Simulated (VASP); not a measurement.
Level of theory: rev-vdW-DF2, VASP's PBE PAW potentials (set 64) (plane waves; VASP).

A VASP calculation is set up with these files.

**INCAR**
```
# general
SYSTEM   = GaN
PREC     = Accurate
ENCUT    = 520
LREAL    = .False.   # projection in real space or not
LASPH    = .True.   # aspherical one-centre terms

# electronic loop
EDIFF    = 1E-7   # SCF stop (eV)
NELM     = 100
ALGO     = Normal   # blocked Davidson
LMAXMIX  = 4   # l cut-off of mixed one-centre charges

# smearing
ISMEAR   = -5   # tetrahedra, Bloechl

# functional
GGA      = MK
LUSE_VDW = .True.
AGGAC    = 0.0
PARAM1   = 0.1234568
PARAM2   = 0.7114
ZAB_VDW  = -1.8867

# ions
ISIF     = 2   # forces and stress, cell fixed

# output
LWAVE    = .False.
LCHARG   = .True.
LORBIT   = 11   # lm-projected
NEDOS    = 601   # DOS grid
```

### POSCAR
```
GaN
2.2625440
  0.0000000000   1.0000000046   1.0000000046
  1.0000000046   0.0000000000   1.0000000046
  1.0000000046   1.0000000046   0.0000000000
Ga N
1 1
Cartesian
  0.0000000000   0.0000000000   0.0000000000
  0.5000000023   0.5000000023   0.5000000023
```

### KPOINTS
```
K-points
0
G
11 11 11
0 0 0
```

POTCAR, in this order: Ga_d N (PBE.64 set). Program: vasp_std.

Output

### OSZICAR
```
       N       E                     dE             d eps       ncg     rms          rms(c)
DAV:   1     0.966501996600E+02    0.96650E+02   -0.99688E+03  1512   0.250E+03
DAV:   2    -0.220510665916E+01   -0.98855E+02   -0.93953E+02  1651   0.368E+02
DAV:   3    -0.100053518852E+02   -0.78002E+01   -0.77558E+01  1621   0.920E+01
DAV:   4    -0.101417860736E+02   -0.13643E+00   -0.13628E+00  1807   0.131E+01
DAV:   5    -0.101436518590E+02   -0.18658E-02   -0.18658E-02  1599   0.136E+00    0.768E+00
DAV:   6    -0.815844310488E+01    0.19852E+01   -0.60416E+00  2214   0.483E+01    0.265E+00
DAV:   7    -0.816010343926E+01   -0.16603E-02   -0.34226E-01  1461   0.820E+00    0.174E+00
DAV:   8    -0.815102779284E+01    0.90756E-02   -0.78344E-02  1686   0.437E+00    0.833E-01
DAV:   9    -0.814558367577E+01    0.54441E-02   -0.22075E-02  2180   0.368E+00    0.203E-01
DAV:  10    -0.814588589989E+01   -0.30222E-03   -0.18976E-03  1670   0.718E-01    0.733E-02
DAV:  11    -0.814579480267E+01    0.91097E-04   -0.38234E-04  2204   0.411E-01    0.125E-02
DAV:  12    -0.814579829649E+01   -0.34938E-05   -0.33142E-05  1541   0.686E-02    0.675E-03
DAV:  13    -0.814579782697E+01    0.46952E-06   -0.17667E-06  2171   0.163E-02    0.116E-03
DAV:  14    -0.814579785326E+01   -0.26290E-07   -0.18546E-07  1279   0.426E-03
   1 F= -.81457979E+01 E0= -.81457979E+01  d E =0.000000E+00
```

**OUTCAR**
```
------------------------ aborting loop because EDIFF is reached ----------------------------------------
  FORCE on cell =-STRESS in cart. coord.  units (eV):
  Direction    XX          YY          ZZ          XY          YZ          ZX
  --------------------------------------------------------------------------------------
  Total       -0.0012630     -0.0012630     -0.0012630     -0.0000000      0.0000000     -0.0000000
  in kB       -0.0873559     -0.0873559     -0.0873559     -0.0000000      0.0000000     -0.0000000
  external PRESSURE =      -0.0873559 kB  Pullay stress =       0.0000000 kB
  volume of cell :       23.16
      direct lattice vectors                 reciprocal lattice vectors
     0.000000000  2.262544010  2.262544010    -0.220990176  0.220990176  0.220990176
     2.262544010  0.000000000  2.262544010     0.220990176 -0.220990176  0.220990176
     2.262544010  2.262544010  0.000000000     0.220990176  0.220990176 -0.220990176
  FREE ENERGIE OF THE ION-ELECTRON SYSTEM (eV)
  ---------------------------------------------------
  free  energy   TOTEN  =        -8.1457978533 eV

  energy  without entropy=       -8.1457978533  energy(sigma->0) =       -8.14579785

 total charge

# of ion       s       p       d       tot
------------------------------------------
    1        0.790   0.881  10.169  11.840
    2        1.221   2.510   0.000   3.731
--------------------------------------------------
tot          2.012   3.391  10.169  15.571
```
(Selected blocks of OUTCAR.)

The compound is GaN in the zinc blende structure, a metastable form; wurtzite is the usual one. It was relaxed first.
